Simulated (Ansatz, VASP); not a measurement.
**Te2Pt (1T-PtTe2 5 layers, AA): VASP beside Ansatz**

Aim: how closely do two programs agree when they are given the same cell, functional and k mesh? The cell is taken from a series of runs on this material, whose earlier steps may have relaxed, scaled, displaced or heated it; both programs get it as it stands.

Program: Ansatz 0.2.0. Level of theory: plane waves, with VASP 6.6.1 beside it; single point at PBE with D4. Results are calculated unless marked as measured.

## Step 1: The starting structure

The cell holds 15 atoms: 10 Te and 5 Pt. Its edges and angles: a = 4.037 Å, b = 4.037 Å, c = 41.220 Å, α = 90.0°, β = 90.0°, γ = 120.0°. Vacuum lies along c.

Structure file:

```cif
data_structure
_symmetry_space_group_name_H-M 'P 1'
_symmetry_Int_Tables_number 1
_cell_length_a 4.0370
_cell_length_b 4.0370
_cell_length_c 41.2199
_cell_angle_alpha 90.000
_cell_angle_beta 90.000
_cell_angle_gamma 120.000
_cell_volume 581.77
loop_
_atom_site_label
_atom_site_type_symbol
_atom_site_fract_x
_atom_site_fract_y
_atom_site_fract_z
_atom_site_occupancy
Te1 Te 0.66667 0.33333 0.21834 1
Te2 Te 0.33333 0.66667 0.28476 1
Te3 Te 0.66667 0.33333 0.34285 1
Te4 Te 0.33333 0.66667 0.40918 1
Te5 Te 0.66667 0.33333 0.46672 1
Te6 Te 0.33333 0.66667 0.53328 1
Te7 Te 0.66667 0.33333 0.59082 1
Te8 Te 0.33333 0.66667 0.65715 1
Te9 Te 0.66667 0.33333 0.71524 1
Te10 Te 0.33333 0.66667 0.78166 1
Pt11 Pt 0.00000 0.00000 0.25205 1
Pt12 Pt 0.00000 0.00000 0.37588 1
Pt13 Pt 0.00000 0.00000 0.50000 1
Pt14 Pt 0.00000 0.00000 0.62412 1
Pt15 Pt 0.00000 0.00000 0.74795 1
```

## Step 2: Ansatz: single point, PBE with D4

Ansatz runs on its default PAW (the set named soft_2) files.

A single point gives forces, pressure and levels at one fixed geometry, so differences don't come from the geometry; what else differs is listed under the comparison.

input.yaml

```yaml
crystal:
  lattice:
    - [4.0369830354, 0.0, 0.0]
    - [-2.0184915177, 3.4961298633, 0.0]
    - [0.0, 0.0, 41.2199436416]
  atoms:
    - { symbol: Te, position: [0.6666666667, 0.3333333333, 0.2183409099] }
    - { symbol: Pt, position: [0.0, 0.0, 0.2520515076] }
    - { symbol: Te, position: [0.3333333333, 0.6666666667, 0.2847588374] }
    - { symbol: Te, position: [0.6666666667, 0.3333333333, 0.3428535251] }
    - { symbol: Pt, position: [0.0, 0.0, 0.3758834882] }
    - { symbol: Te, position: [0.3333333333, 0.6666666667, 0.4091833905] }
    - { symbol: Te, position: [0.6666666667, 0.3333333333, 0.4667247786] }
    - { symbol: Pt, position: [0.0, 0.0, 0.5] }
    - { symbol: Te, position: [0.3333333333, 0.6666666667, 0.5332752214] }
    - { symbol: Te, position: [0.6666666667, 0.3333333333, 0.5908166095] }
    - { symbol: Pt, position: [0.0, 0.0, 0.6241165118] }
    - { symbol: Te, position: [0.3333333333, 0.6666666667, 0.6571464749] }
    - { symbol: Te, position: [0.6666666667, 0.3333333333, 0.7152411626] }
    - { symbol: Pt, position: [0.0, 0.0, 0.7479484924] }
    - { symbol: Te, position: [0.3333333333, 0.6666666667, 0.7816590901] }
kpoints:
  mp_grid: { grid: [12, 12, 1] }
  band_path:
    path: [[0, 0, 0], [0.5, 0, 0], [0.33333333, 0.33333333, 0], [0, 0, 0]]
    npoints: 16
hamiltonian:
  xc: pbe
  dispersion: d4
scf:
  occupations: { method: fermi_dirac, width: 0.02585 }
  convergence: { dr2_threshold: 1.0e-10 }
efield:
  axis: 3
  dipole_correction: true
  ramp_position: 0.97
  ramp_width: 0.06
  amplitude: 0
output:
  dos: { projected: true, e_range: [-6, 5] }
  bader: true
  write_potential: true
  write_density: true
  volumetric_format: npy
  elf: true
```

Run with:

```sh
$ ansatz run input.yaml --threads 8 --pin off --max-ram 12288MiB --backend cpu --events-out ev --progress --plain --runs-dir out
```

Numbers of over 12 decimals in the logs are rounded to 6 here.

Output:

```text
Engine: ansatz 0.2.0, x86_64-unknown-linux-gnu
Pseudopotentials: kind: paw
Pseudopotential: Te, paw, valence charge 16, recommended cutoff 420 eV (normal), Te.paw.azcp
Pseudopotential: Pt, paw, valence charge 18, recommended cutoff 420 eV (normal), Pt.paw.azcp
Functional definition: PBE
  parameter kappa = 0.804
  parameter beta = 0.066725
  exchange = pbe_x(kappa = kappa, mu = beta*pi^2/3)
  correlation = pbe_c(beta = beta)
Crystal: 15 atoms, lattice volume = 581.771 Å³
Basis set: ecut = 420 eV, 11393 PW (Γ)
Bands: 150, of which v1, the nominal top of the filled ones, is band 125 counted from 1 (124 counted from 0)
Symmetry: 6 space group operations
k-points: 19 of 144 (time reversal used)
Non-local potential: Te, projectors of the file, l = 0: 2, l = 1: 2, l = 2: 2, l = 3: 2
Non-local potential: Pt, projectors of the file, l = 0: 3, l = 1: 2, l = 2: 2, l = 3: 1
PAW form: soft (Blöchl's): semilocal exchange-correlation on the pseudo side does not see the compensation charge
PAW one-centre angular grid: Te, 590 points (default); XC on 64 Gauss nodes
PAW one-centre angular grid: Pt, 590 points (default); XC on 64 Gauss nodes
Initial density: superposition of atomic densities (neutral atoms: chi_scale 0, normalization atom), corrected by the library's trained network
Initial wavefunctions: pseudopotential atomic-orbital guess
Functional: x = pbe(κ = 0.804, μ = 0.219515), c = pbe(β = 0.066725)
SCF iter   1: F=—  HF=-132428.521975 eV  |F-HF|=—  |Δ(HF+E_count)|=         —  Δρ=2.59e-3  dr2=6.02e-2  ethr=1.77e-3  p=0.000 e·Å  D=1.54e-13 V/Å  ΔV_dip=-0.00 eV  dr2_dipole=9.23e-7  V_vac-E_F(+/−)=4.39/4.40 eV  ⟨swp⟩=8.2  Hψ=11743  notcnv=0  defer=128
efield: sawtooth ramp at fractional position 0.9700 (set: `efield.ramp_position`, or a place that a band, a saddle search or an elastic batch's reference lends), width 0.0600; the density the first Hamiltonian is built on has a dipole p = 0.000 e·Å; the dipole correction subtracts the counter field D = 1.54e-13 V/Å, which shifts the + side's vacuum level by -0.00 eV against the − side's; the planar-averaged density in the ramp window peaks in size at 1.0e-5 e/Å³
preconditioner: auto → LDOS  [metal: Δε(μ)=0.048 eV  Ē_g=8.769 eV  σ=0.026 eV  W_gap=0.38  n_scr=156 (ndim 8)  ℏωp=16.1 eV  f_vac=0.367  D(μ)=6.01/eV (n_scr^D=16)  β→1.0]
SCF iter   2: F=—  HF=-132428.515351 eV  |F-HF|=—  |Δ(HF+E_count)|=   6.62e-3  Δρ=1.63e-3  dr2=3.05e-2  ethr=2.41e-5  p=0.000 e·Å  D=1.20e-5 V/Å  ΔV_dip=-0.00 eV  dr2_dipole=2.26e-7  V_vac-E_F(+/−)=4.35/4.35 eV  ⟨swp⟩=3.0  Hψ=6413  notcnv=0  defer=287
SCF iter   3: F=—  HF=-132428.508847 eV  |F-HF|=—  |Δ(HF+E_count)|=   6.50e-3  Δρ=4.78e-4  dr2=3.65e-3  ethr=1.22e-5  p=0.000 e·Å  D=1.37e-6 V/Å  ΔV_dip=-0.00 eV  dr2_dipole=1.48e-7  V_vac-E_F(+/−)=4.39/4.39 eV  ⟨swp⟩=2.1  Hψ=5032  notcnv=0  defer=287
SCF iter   4: F=—  HF=-132428.508442 eV  |F-HF|=—  |Δ(HF+E_count)|=   4.05e-4  Δρ=1.46e-4  dr2=3.28e-4  ethr=1.46e-6  p=0.000 e·Å  D=8.64e-7 V/Å  ΔV_dip=-0.00 eV  dr2_dipole=1.45e-8  V_vac-E_F(+/−)=4.38/4.38 eV  ⟨swp⟩=2.0  Hψ=3721  notcnv=0  defer=287
SCF iter   5: F=—  HF=-132428.508426 eV  |F-HF|=—  |Δ(HF+E_count)|=   1.67e-5  Δρ=4.21e-5  dr2=4.41e-5  ethr=1.31e-7  p=0.000 e·Å  D=8.13e-8 V/Å  ΔV_dip=-0.00 eV  dr2_dipole=5.03e-9  V_vac-E_F(+/−)=4.38/4.38 eV  ⟨swp⟩=2.0  Hψ=3381  notcnv=0  defer=287
SCF iter   6: F=—  HF=-132428.508424 eV  |F-HF|=—  |Δ(HF+E_count)|=   1.78e-6  Δρ=1.87e-5  dr2=9.25e-6  ethr=1.77e-8  p=0.000 e·Å  D=5.55e-8 V/Å  ΔV_dip=-0.00 eV  dr2_dipole=3.92e-10  V_vac-E_F(+/−)=4.38/4.38 eV  ⟨swp⟩=2.0  Hψ=3402  notcnv=0  defer=287
SCF iter   7: F=—  HF=-132428.508839 eV  |F-HF|=—  |Δ(HF+E_count)|=   4.15e-4  Δρ=7.87e-6  dr2=1.30e-6  ethr=3.70e-9  p=-0.000 e·Å  D=-7.47e-8 V/Å  ΔV_dip=0.00 eV  dr2_dipole=3.28e-11  V_vac-E_F(+/−)=4.38/4.38 eV  ⟨swp⟩=2.0  Hψ=3435  notcnv=0  defer=287
SCF iter   8: F=—  HF=-132428.508839 eV  |F-HF|=—  |Δ(HF+E_count)|=   2.46e-7  Δρ=3.21e-6  dr2=2.07e-7  ethr=5.22e-10  p=0.000 e·Å  D=1.41e-8 V/Å  ΔV_dip=-0.00 eV  dr2_dipole=5.83e-13  V_vac-E_F(+/−)=4.38/4.38 eV  ⟨swp⟩=2.0  Hψ=3615  notcnv=0  defer=287
SCF iter   9: F=—  HF=-132428.508839 eV  |F-HF|=—  |Δ(HF+E_count)|=   7.21e-8  Δρ=1.04e-6  dr2=1.26e-8  ethr=8.28e-11  p=-0.000 e·Å  D=-2.09e-8 V/Å  ΔV_dip=0.00 eV  dr2_dipole=9.28e-13  V_vac-E_F(+/−)=4.38/4.38 eV  ⟨swp⟩=2.0  Hψ=3092  notcnv=0  defer=287
SCF iter  10: F=—  HF=-132428.508839 eV  |F-HF|=—  |Δ(HF+E_count)|=   6.72e-9  Δρ=2.77e-7  dr2=6.38e-10  ethr=5.05e-12  p=0.000 e·Å  D=1.49e-8 V/Å  ΔV_dip=-0.00 eV  dr2_dipole=2.07e-12  V_vac-E_F(+/−)=4.38/4.38 eV  ⟨swp⟩=2.5  Hψ=4832  notcnv=0  defer=287
SCF iter  11: F=-132428.508839 eV  HF=-132428.508839 eV  |F-HF|=3.49e-10  |Δ(HF+E_count)|=   1.25e-9  Δρ=8.86e-8  dr2=4.63e-11  ethr=1.00e-12  p=-0.000 e·Å  D=-1.05e-8 V/Å  ΔV_dip=0.00 eV  dr2_dipole=1.08e-16  V_vac-E_F(+/−)=4.38/4.38 eV  ⟨swp⟩=16.0  Hψ=12614  notcnv=0
[...]
SCF converged after 11 iterations
Free energy (F): -132428.508839 eV
Harris-Foulkes:  -132428.508839 eV  (|F-HF|=3.49e-10)
Internal energy: -132428.495972 eV  (E = F + TS)
E sigma→0 (E₀):  -132428.502406 eV
Entropy (-TS):   -0.012867 eV (-0.858 meV/atom)
Fermi energy:    7.066451 eV
Dipole field:    D = -0.000000 V/Å  (p = -0.000000 e·Å, saw-weighted, corrected)
Work function:   Φ+ = 4.3805 eV   Φ− = 4.3805 eV
Levels:          The Fermi level and band energies are counted from a zero that moves with the ramp; work functions are not
--- Per-component energies (eV) ---
  E_band       = -5159.650960
  E_kinetic    = 5005.961971
  E_local      = -427965.070773  (includes V_loc(G=0)·N_el)
  E_nonlocal   = -2107.143474
  E_hartree    = 213859.604859
  E_xc         = -2558.530902
  E_vxc        = -2564.861877  (∫ρ·V_xc dr)
  E_paw        = -93896.541330  (= ΣΔE_a)
  E_vpaw       = -5247.747074  (= ΣTr[D̂ρ^β])
  E_aug_tail   = -0.000681  (compensation charges beyond the density's cutoff)
  E_efield     = 0.000000  (sawtooth field / dipole correction)
  E_vefield    = 0.000000  (∫n·V_field dr)
  E_ewald      = 175241.595418
  E_disp       = -8.371060  (pairwise vdW)
  E_smearing   = -0.012867  (= −TS)
  E_closure    = -0.000000  (closes the sum)
  Σ components = -132428.508839   (vs F -132428.508839, Δ=0.00e0)
--- Band table (eV; the first three rows and the last of 19) ---
  k-point 0: bands = [... 121 lower, 6.6002, 6.9738, 7.7315, 8.0079, 8.0079, 8.3399, 8.3399, 8.3822, ... 21 higher]
  k-point 1: bands = [... 121 lower, 6.9176, 7.1990, 7.3950, 7.6990, 7.8601, 8.1133, 8.2357, 8.3314, ... 21 higher]
  k-point 2: bands = [... 121 lower, 6.4341, 6.5548, 6.9742, 7.3888, 7.6250, 7.7989, 7.9634, 8.0545, ... 21 higher]
  k-point 18: bands = [... 121 lower, 5.0268, 5.0268, 5.2830, 5.2830, 6.9630, 6.9630, 7.4440, 7.4440, ... 21 higher]
--- Bader charges: 15 sites ---
  site symbol  charge [e]  shift [e]
     0     Te      0.1977     0.0002
     1     Pt     -0.4605     0.0006
     2     Te      0.2641     0.0004
     3     Te      0.2393     0.0003
     4     Pt     -0.4839     0.0005
     5     Te      0.2481     0.0002
     6     Te      0.2373     0.0002
     7     Pt     -0.4841     0.0005
     8     Te      0.2373     0.0002
     9     Te      0.2481     0.0002
    10     Pt     -0.4839     0.0005
    11     Te      0.2393     0.0003
    12     Te      0.2641     0.0004
    13     Pt     -0.4605     0.0006
    14     Te      0.1977     0.0002
  estimated error of the sums over rays = 4.8e-4 e
```

In the SCF lines HF is the Harris–Foulkes energy and dr2 the Hartree energy of the density residual, in eV; the loop may stop once dr2 is under the threshold and the program's other checks hold. Hψ counts applications of the Hamiltonian.

[end of part 1 of 2]

[Lines on the potential files, build, host, timing and source positions are cut from VASP's logs without a mark.]

[Logs are printed without paths, hosts, clocks, repeated set-up lines and the standing remarks that a program may print on its own settings, such as how far it seeks lower states.]

[Hosts, paths, dates, database ids (printed as entryN), source tags and the programs' standing remarks are cut or masked in the printed files.]
